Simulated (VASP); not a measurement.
Here is the system:

```
CELL_PARAMETERS angstrom
     -2.00801     2.00801     4.28759
      2.00801    -2.00801     4.28759
      2.00801     2.00801    -4.28759
ATOMIC_POSITIONS crystal
  Na 0.00000 0.00000 0.00000
  Au 0.75000 0.25000 0.50000
  Au 0.25000 0.75000 0.50000
  Au 0.50000 0.50000 0.00000
```

Computed with PBEsol GGA, VASP's PBE PAW potentials (set 64) (plane waves; VASP 6.6.1). Run with 400 eV cut-off, Gaussian smearing of 0.050 eV, potentials Na_pv Au.

Q: Give the energies of bands 10 to 23 at the high-symmetry points, in eV from the Fermi level.

A: 
| band | Γ | X | P | N | M | S | R |
|---|---|---|---|---|---|---|---|
| 10 | -4.58 | -4.58 | -4.05 | -4.59 | -5.42 | -4.76 | -4.73 |
| 11 | -4.58 | -4.50 | -3.82 | -4.33 | -4.03 | -4.44 | -4.54 |
| 12 | -4.53 | -4.06 | -3.75 | -4.32 | -3.84 | -4.12 | -3.82 |
| 13 | -3.58 | -3.59 | -3.75 | -4.10 | -3.20 | -3.73 | -3.75 |
| 14 | -3.27 | -3.50 | -3.73 | -4.03 | -3.20 | -3.48 | -3.40 |
| 15 | -3.27 | -3.11 | -2.98 | -3.41 | -2.92 | -3.40 | -3.34 |
| 16 | -2.60 | -2.96 | -2.88 | -3.40 | -2.38 | -3.09 | -2.62 |
| 17 | -2.60 | -2.40 | -2.88 | -3.31 | -2.29 | -3.07 | -2.59 |
| 18 | -2.34 | -2.03 | -2.38 | -3.18 | -2.29 | -2.74 | -2.40 |
| 19 | -1.39 | -1.66 | -1.92 | -2.26 | -2.09 | -2.33 | -1.57 |
| 20 | 1.17 | -0.38 | -0.34 | -1.81 | -1.39 | -1.81 | -1.40 |
| 21 | 3.58 | 0.17 | 0.27 | 1.74 | 2.24 | -1.05 | -0.02 |
| 22 | 5.16 | 0.28 | 0.27 | 2.09 | 2.24 | 5.14 | 0.36 |
| 23 | 5.16 | 2.16 | 4.10 | 6.21 | 5.33 | 6.05 | 3.94 |

It has no gap at this level: it comes out as a metal or semimetal.

The structure comes from a computed database's NaAu3 entry (I4/mmm); how it stands against other phases isn't given here. It was relaxed first, which changed the volume by -7 %.
